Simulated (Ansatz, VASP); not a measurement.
# LaC2: VASP beside Ansatz, part 2 of 2

Wanted: the spread between two codes on one cell, functional and k mesh. The cell is taken from a series of runs on this material, whose earlier steps may have relaxed, scaled, displaced or heated it; both programs get it as it stands.

VASP 6.6.1 and Ansatz 0.2.0.

So far: Set-up; VASP: relaxation of cell and atoms, PBEsol; Ansatz: relaxation of cell and atoms, PBEsol; Side by side.

### 5. VASP: zone-centre phonons, PBEsol

Level of this step: PBEsol; plane waves and PAW (La, C) (VASP).

Second derivatives magnify differences that forces hide, and they need a tight electronic threshold.

INCAR reads:

```
SYSTEM = LaC2
PREC = Accurate
ENCUT = 600
EDIFF = 1E-08
NELM = 200
ISMEAR = 1
SIGMA = 0.2
LREAL = .FALSE.
ALGO = Normal
GGA = PS
NBANDS = 15
LASPH = .TRUE.
LORBIT = 11
LWAVE = .FALSE.
LCHARG = .FALSE.
ISIF = 2
IBRION = 8
GGA_COMPAT = .FALSE.
LMAXMIX = 6
KPAR = 2
```

POSCAR reads:

```
LaC2
1.0
   -1.9458893432      1.9458893432      3.2648827090
    1.9458893432     -1.9458893432      3.2648827090
    1.9458893432      1.9458893432     -3.2648827090
La C
1 2
Direct
    0.0000000000      0.0000000000      0.0000000000
    0.4009399493      0.4009399493      0.0000000000
    0.5990600507      0.5990600507      0.0000000000
```

KPOINTS reads:

```
Automatic mesh
0
Gamma
6 6 6
0 0 0
```

Potentials, in the order of the species: La and C (PBE family, release 64).

On the command line:

```console
mpirun -np 2 vasp_std
```

Numbers of over 12 decimals in the logs are rounded to 6 here.

Output:

```text
[banner, memory and clock lines left out]
running    2 mpi-ranks, on    1 nodes
[...]
[... a notice as in an earlier step ...]

 LDA part: xc-table for (Slater+PW92), standard interpolation
 POSCAR, INCAR and KPOINTS ok, starting setup
[...]
entering main loop
       N       E                     dE             d eps       ncg     rms          rms(c)
DAV:   1     0.166605285830E+03    0.16661E+03   -0.76391E+03   908   0.187E+03
DAV:   2     0.215898615547E+00   -0.16639E+03   -0.15935E+03  1214   0.263E+02
DAV:   3    -0.261922645829E+02   -0.26408E+02   -0.25774E+02  1520   0.132E+02
DAV:   4    -0.273604965411E+02   -0.11682E+01   -0.11600E+01  1392   0.289E+01
[...]
DAV:  17    -0.250009910070E+02   -0.25434E-07   -0.81199E-08  1382   0.295E-03    0.522E-04
DAV:  18    -0.250009909768E+02    0.30199E-07   -0.21377E-08  1301   0.154E-03    0.634E-05
DAV:  19    -0.250009909762E+02    0.61232E-09   -0.10823E-09   926   0.424E-04
   1 F= -.25000991E+02 E0= -.24998074E+02  d E =-.875001E-02
[...]
RMM:  17    -0.115760623279E+00    0.19160E-07   -0.11477E-07  5195   0.262E-04    0.261E-06
RMM:  18    -0.115760615951E+00    0.73275E-08   -0.13650E-07  5246   0.224E-04    0.147E-06
RMM:  19    -0.115760618420E+00   -0.24693E-08   -0.95376E-08  5084   0.207E-04    0.483E-06
 first order change of Fermi-energy  -0.12921E-04
 force on displaced ion       2 direction 1 :  -4.027  -0.000  -0.002
 Linear response progress:
  Degree of freedom:   4/  4
       N       E                     dE             d eps       ncg     rms          rms(c)
RMM:   1    -0.150208212428E+00   -0.15021E+00    0.74191E-04  1799   0.336E+00
RMM:   2    -0.137583530742E+00    0.12625E-01   -0.25081E-02  1554   0.107E+00    0.344E-01
RMM:   3    -0.135760555939E+00    0.18230E-02   -0.77158E-03  1417   0.632E-01    0.174E-01
RMM:   4    -0.136851450115E+00   -0.10909E-02   -0.44384E-03  1835   0.384E-01    0.783E-02
[...]
RMM:  27    -0.137524507230E+00   -0.14474E-08   -0.16711E-07  2277   0.462E-04    0.920E-06
RMM:  28    -0.137524505584E+00    0.16459E-08   -0.18683E-07  2228   0.458E-04    0.792E-06
RMM:  29    -0.137524503763E+00    0.18207E-08   -0.17605E-07  2244   0.454E-04    0.814E-06
 first order change of Fermi-energy   0.15133E+01
 force on displaced ion       2 direction 3 :   0.000   0.000 -62.051
 Linear response finished
```

OUTCAR, selected parts (step 5):

```text
  Total       -0.0223108     -0.0223108      0.1598008      0.0000000      0.0000000      0.0000000
  in kB       -0.7228735     -0.7228735      5.1775665      0.0000000      0.0000000      0.0000000
  external PRESSURE =       1.2439398 kB  Pullay stress =       0.0000000 kB

 POSITION                                       TOTAL-FORCE (eV/Angst)
 -----------------------------------------------------------------------------------
      0.00000      0.00000      0.00000        -0.000000     -0.000000      0.000000
      0.00000      0.00000      2.61804         0.000000      0.000000     -0.135012
      0.00000      0.00000      3.91172        -0.000000     -0.000000      0.135012
 -----------------------------------------------------------------------------------
    total drift:                               -0.000000     -0.000000      0.000000

[... 2 further parts left out ...]
```

### 6. Ansatz: zone-centre phonons, PBEsol

The same cell, functional, mesh and smearing now go to Ansatz, which takes its cutoff from its data sets.

The cell is taken from a series of runs on this material, whose earlier steps may have relaxed, scaled, displaced or heated it; both programs get it as it stands.

input.yaml reads:

```yaml
crystal:
  lattice:
    - [-1.9458893432, 1.9458893432, 3.264882709]
    - [1.9458893432, -1.9458893432, 3.264882709]
    - [1.9458893432, 1.9458893432, -3.264882709]
  atoms:
    - { symbol: La, position: [0.0, 0.0, 0.0] }
    - { symbol: C, position: [0.4009399493, 0.4009399493, 0.0] }
    - { symbol: C, position: [0.5990600507, 0.5990600507, 0.0] }
kpoints:
  mp_grid: { grid: [6, 6, 6] }
hamiltonian:
  xc: pbesol
scf:
  occupations: { method: methfessel_paxton, width: 0.2 }
output:
  eigenvalues: true
phonons:
  method: dfpt
  qmesh: [2, 2, 2]
  temperatures: { t_max: 1000, t_step: 50 }
  qpath:
    path:
      - [[0.0, 0.0, 0.0], [0.0, 0.0, 0.5], [0.25, 0.25, 0.25], [0.0, 0.5, 0.0], [0.0, 0.0, 0.0], [0.5, 0.5, -0.5], [0.33880576, 0.66119424, -0.33880576]]
      - [[-0.33880576, 0.33880576, 0.33880576], [0.0, 0.0, 0.0]]
      - [[0.0, 0.0, 0.5], [-0.17761151, 0.17761151, 0.5]]
      - [[0.5, 0.5, -0.17761151], [0.5, 0.5, -0.5]]
    npoints: 10
```

On the command line:

```console
ansatz run input.yaml --threads 8 --pin off --max-ram 16384MiB --backend cpu --events-out ev --progress --plain --runs-dir out
```

Output:

```text
[...]
Crystal: 3 atoms, lattice volume = 49.450 Å³
Basis set: ecut = 420 eV, 967 PW (Γ), exchange–correlation on 60×60×60 points (8 copies of the dense FFT grid, shifted against one another)
Bands: 14, of which v1, the nominal top of the filled ones, is band 10 counted from 1 (9 counted from 0)
Symmetry: 16 space group operations
k-points: 30 of 216
[...]
largest difference from the sums on the solved wave vectors: F 7.56e-2 eV, S 1.02e-4 and C_V 2.69e-5 eV/K
  zero-point energy: 0.211825 eV/cell   skipped modes (ω ≤ 0): 133, of them read as no rigid motion or as one in doubt: 130 (6.987e-2 modes/cell left out, lowest -61.42 cm⁻¹)   left out of the sums: 7.81e-3 of the cell's modes: C_V's classical limit lies that fraction below 3 k_B per atom; for a crystal, a wire or a layer, F and S can be off by more, and a phonons.interpolated_qmesh denser along its periods is the remedy for the sampling
[key lines of the parts left out:]
SCF converged after 9 iterations
Free energy (F): -6655.009688 eV
Fermi energy:    10.649684 eV
```

### 7. Differences

What differs besides the data sets and the points named for the pairs above, as far as they apply: VASP's run holds the zone centre alone. Total energies have different zeros and are not compared.

Zone-centre modes by rising frequency (cm⁻¹; imaginary ones negative):

| program | modes |
| --- | --- |
| Ansatz | 0.0, 0.0, 0.0, 284.6, 284.6, 336.6, 343.6, 343.6, 1641.2 |
| VASP | -0.4, -0.4, -0.3, 285.8, 285.8, 335.9, 335.9, 336.6, 1647.2 |

The two lists differ in the order or number of single and degenerate modes, so they aren't paired one by one; the r.m.s. figure in the results sets the two lists side by side in order.

### 8. Summary of results

| Quantity | Value |
| --- | --- |
| difference in volume (relaxation of cell and atoms, PBEsol) | 0.14 % |
| r.m.s. difference of the optical zone-centre modes, each program's sorted by frequency (zone-centre phonons, PBEsol) | 4.9 cm⁻¹ |

The difference in volume is 0.14 % (relaxation of cell and atoms, PBEsol), within the 1.2 % picked in this series as the mark of a large difference, as far as the stopping tolerances let one tell. How closely two codes agree says nothing of how well the functional describes the real material.

[Lines on the potential files, build, host, timing and source positions are cut from VASP's logs without a mark.]

[Logs are printed without paths, hosts, clocks, repeated set-up lines and the standing remarks that a program may print on its own settings, such as how far it seeks lower states.]

[Hosts, paths, dates, database ids (printed as entryN), source tags and the programs' standing remarks are cut or masked in the printed files.]
